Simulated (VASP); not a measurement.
All values below come from SCAN meta-GGA, VASP's PBE PAW potentials (set 64) (plane waves; VASP).

A VASP calculation is set up with these files.

### INCAR
```
ALGO=Normal
EDIFF=1E-7
ENCUT=520
ISIF=2
ISMEAR=-5
LASPH=.True.
LCHARG=.False.
LMAXMIX=4
LMIXTAU=.True.
LORBIT=11
LREAL=.False.
LWAVE=.False.
METAGGA=SCAN
NEDOS=601
NELM=100
PREC=Accurate
SYSTEM=ZnSe
```

### POSCAR
```
ZnSe
1
   -0.0000000000     2.8221323898     2.8221323898
    2.8221323898     0.0000000000     2.8221323898
    2.8221323898     2.8221323898    -0.0000000000
Zn Se
1 1
Direct
  0.0000000000   0.0000000000   0.0000000000
  0.2500000000   0.2500000000   0.2500000000
```

### KPOINTS
```
kpoints
0
gamma
9 9 9
```

File KPOINTS_OPT:
```
k-points along high-symmetry lines
10
Line-mode
Reciprocal
  0.000000   0.000000   0.000000 ! GAMMA
 -0.500000  -0.500000   0.000000 ! X

 -0.500000  -0.500000   0.000000 ! X
 -0.375000  -0.375000   0.250000 ! U

 -0.375000  -0.000000   0.375000 ! K
  0.000000   0.000000   0.000000 ! GAMMA

  0.000000   0.000000   0.000000 ! GAMMA
 -0.000000   0.000000   0.500000 ! L

 -0.000000   0.000000   0.500000 ! L
 -0.500000  -0.250000   0.250000 ! W

 -0.500000  -0.250000   0.250000 ! W
 -0.500000  -0.500000   0.000000 ! X
```

POTCAR, in this order: Zn Se (PBE.64 set). Program: vasp_std.

Task: Predict the energy per atom (σ→0), band gap (over mesh and band path).

Result: 
energy per atom (σ→0): -17.570 eV/atom
band gap (over mesh and band path): 1.82 eV

File OSZICAR:
```
...
DAV:  16    -0.351395542868E+02   -0.15591E-05   -0.32107E-05   910   0.924E-02    0.165E-03
DAV:  17    -0.351395531369E+02    0.11499E-05   -0.20921E-06   930   0.216E-02    0.149E-03
DAV:  18    -0.351395526415E+02    0.49534E-06   -0.32758E-07   970   0.108E-02    0.117E-03
DAV:  19    -0.351395518041E+02    0.83746E-06   -0.28431E-07   910   0.895E-03    0.679E-04
DAV:  20    -0.351395518072E+02   -0.30975E-08   -0.45930E-08   520   0.329E-03
   1 F= -.35139552E+02 E0= -.35139552E+02  d E =0.000000E+00
       N       E                     dE             ncg
       N       E                     dE             ncg
```

The compound is ZnSe in the zinc blende structure. It was relaxed first.
